**Question**

Wurtzite CdSe is a stack of double layers along the hexagonal axis $c$. Each double layer holds one plane of Cd and one plane of Se, and the repeating cell contains two of them. The table lists the phonon frequencies of this cell at zero wave vector, computed with the PBE functional.

Phonon frequencies of wurtzite CdSe (4-atom relaxed cell) from VASP 6.6.1 with the PBE functional and PAW potentials, by finite displacements of 0.015 Å. Plane-wave cutoff 600 eV, 5×5×3 k mesh, Gaussian smearing of 0.02 eV, no spin–orbit coupling or dispersion correction. Phonon q row 1 is the zero wave vector; imaginary frequencies are given as negative.

```tsv
row	phonon q row (row)	phonon frequency (cm⁻¹)
1	1	-0.10
2	1	-0.10
3	1	0.00
4	1	34.80
5	1	34.80
6	1	117.50
7	1	153.10
8	1	157.00
9	1	157.00
10	1	158.90
11	1	158.90
12	1	173.70
```

Rows 1–3 are rigid shifts of the whole crystal. In every other mode whole planes move, either sideways or along $c$, and Cd and Se move against each other or in the same direction. Degeneracy and the usual order in wurtzite crystals give this assignment:

- Sideways: the two double layers move alike in rows 8–9 and oppositely in rows 4–5 and 10–11.
- Along $c$: they move alike in row 7 and oppositely in rows 6 and 12.

(a) Treat the planes as masses joined by springs. How are the frequencies of the opposed modes tied to that of the mode in which the double layers move alike?

(b) Which rows break this relation, by how much, and why?

(c) Why do rows 4–5 lie so far below row 6?

**Model answer**

*(a)* Let the planes have masses $M_1$ and $M_2$, and let springs $K_1$ and $K_2$ alternate between them. The two double layers are equivalent by symmetry, so the same two springs recur all along the stack. If all double layers move alike, Cd against Se, both springs are strained together and the angular frequency $\omega$ obeys

$$\omega_{\rm alike}^2=(K_1+K_2)\left(\frac{1}{M_1}+\frac{1}{M_2}\right).$$

If neighbouring double layers move oppositely, there are two solutions, one low and one high. Their squares add up to the trace of the dynamical matrix, the sum of its diagonal terms. Each plane contributes the springs attached to it divided by its mass, whatever its neighbours do. The trace is therefore the same as when all double layers move alike. In that case the second solution is the rigid shift with zero frequency, so the trace is $\omega_{\rm alike}^2$ alone:

$$\omega_{\rm low}^2+\omega_{\rm high}^2=\omega_{\rm alike}^2 .$$

The relation contains no adjustable constant, and it holds equally for frequencies in cm⁻¹.

*(b)* The sideways modes obey it well. Rows 4–5 and 10–11 together predict 162.7 cm⁻¹, which is 3.6 % above the computed value in rows 8–9. The two upper doublets lie so close together that their order is uncertain, but exchanging them only improves the agreement.

Along $c$ the relation fails. Rows 6 and 12 predict

$$\sqrt{117.5^2+173.7^2}=209.7\ \text{cm}^{-1},$$

which is 37 % above the computed 153.1 cm⁻¹ of row 7. Read the other way, rows 6 and 7 would put row 12 near 98 cm⁻¹, far below where it lies.

The cause, as theory argues it, is electric. Cd and Se carry opposite effective charges, so a double layer whose planes move against each other along $c$ acquires a dipole. In the opposed modes the next double layer cancels this dipole, and no overall field arises. If all double layers move alike, the dipoles add up to a polarisation along $c$. In a real wave travelling along $c$, that polarisation creates a field which pulls the ions back and raises the frequency. This is the longitudinal optical mode.

The calculation at exactly zero wave vector keeps the average field at zero. Row 7 is therefore the transverse optical frequency, without the electrical stiffening. The proper partner of rows 6 and 12 is the longitudinal mode, because a uniformly charged plane pushes on other planes with a force that does not depend on distance. Holding the average field at zero, as the calculation does, amounts to adding an outside field that cancels the wave's own. Without that addition the planes feel only short-ranged springs, as the model assumes. Sideways motion creates no such field in a wave along $c$, and there the relation survives.

*(c)* Each atom has one bond along $c$ and three slanted ones. The slanted bonds hold a double layer together, and the bond along $c$ joins it to the next. Along $c$, both links resist. Moving whole double layers apart stretches the joining bond, which is hard. Moving the two planes of a double layer apart mostly tilts the slanted bonds, which lie rather flat, and stretches them only a little. That is easier but still costly, and in this picture row 6 does mainly that. Sideways, the joining bond only has to tilt, and a bond that resisted nothing but stretching would not oppose this at all.

The frequencies fit this picture, though they cannot show by themselves which bond is the soft one. If the two springs are worked out from each pair of opposed modes, the weaker one has half the strength of the stronger along $c$, but only about 5 % of it sideways. With the joining bond as the soft link, rows 4–5 are two stiff double layers sliding over each other. A doublet far below the other optical modes is usual in wurtzite crystals and is no sign of an instability.

**Remarks on the reasoning**

*The field probably explains most of the break, not all of it.* Measured longitudinal and transverse frequencies of CdSe are roughly 210 and 170 cm⁻¹, as recalled values. The calculation did not give the field term itself. If the difference of the measured squares stands in for it, it covers about three quarters of the excess in squared frequency along $c$. Added to the square of row 7, it puts the longitudinal mode of this calculation near 197 cm⁻¹. The rest probably comes from forces between like atoms in neighbouring double layers, which the springs leave out.

*A good answer distrusts the match with experiment.* The predicted 209.7 cm⁻¹ nearly equals the measured longitudinal frequency, yet PBE makes this crystal too large and its optical modes too soft. Neglected forces and softened bonds probably offset each other here. Nor should row 12, the highest in the table, be matched to the longitudinal line of a measured Raman spectrum: its double layers move oppositely, whereas in the longitudinal mode they move alike.

*The assignment matters, but the break does not hinge on it.* If rows 7 and 12 changed places, the excess along $c$ would shrink to 11 %, still well above that of the sideways modes. The usual order is also the more plausible one. The bonding in wurtzite is nearly the same in all directions, so the two transverse optical frequencies should be close. Row 7 lies 2.5 % below rows 8–9, whereas row 12 lies 10.6 % above them.

*The springs fail for long waves.* The elastic constants of the same calculation show how the stack resists slow, long-wave deformation. A chain matched to the shear stiffness and to rows 10–11 puts the soft doublet near 48 cm⁻¹, and the computed 34.8 cm⁻¹ is 27 % lower. Row 6 falls 18 % below the corresponding estimate. The standard explanation is that forces reach beyond neighbouring planes. A spring between planes two double layers apart stiffens a long wave, but it joins planes that move alike in the opposed modes and adds nothing there.

*A neighbouring case shows what to look for.* Germanium in the corresponding hexagonal stacking has the same double layers and the same soft sideways link, so a low doublet should appear again. Its atoms are all alike and its optical modes carry no dipole, so the electrical part of the break should vanish.

The printed analysis below gives the sums for both assignments, the spring ratios obtained from the opposed pairs, and the comparison with the elastic constants.

Output of the analysis:

```
Sideways in-phase frequency expected from the E2 pair, cm-1: 162.7
Its excess over E1(TO), percent: 3.609
Same excess with E1 and E2 high exchanged, percent: 1.202
Axial in-phase frequency expected from the B1 pair, cm-1: 209.7
Its excess over A1(TO), percent: 36.98
Same excess with rows 7 and 12 exchanged, percent: 11.11
E2 high expected from E1(TO) and E2 low, cm-1: 153.1
B1 high expected from A1(TO) and B1 low, cm-1: 98.15
Row 7 relative to E1(TO), percent: -2.484
Row 12 relative to E1(TO), percent: 10.64
Rough share of the axial excess in squares due to the field, percent: 74.01
Rough A1(LO) of this run with that field term added, cm-1: 196.6
Axial weak to strong spring ratio (pure stretching 0.33): 0.4995
Sideways weak to strong spring ratio (pure stretching 0): 0.04963
E2 low expected by the chain from C44 and E2 high, cm-1: 47.67
Computed E2 low relative to that, percent: -27
B1 low expected by the chain from C33 and B1 high, cm-1: 143.1
Computed B1 low relative to that, percent: -17.87
```
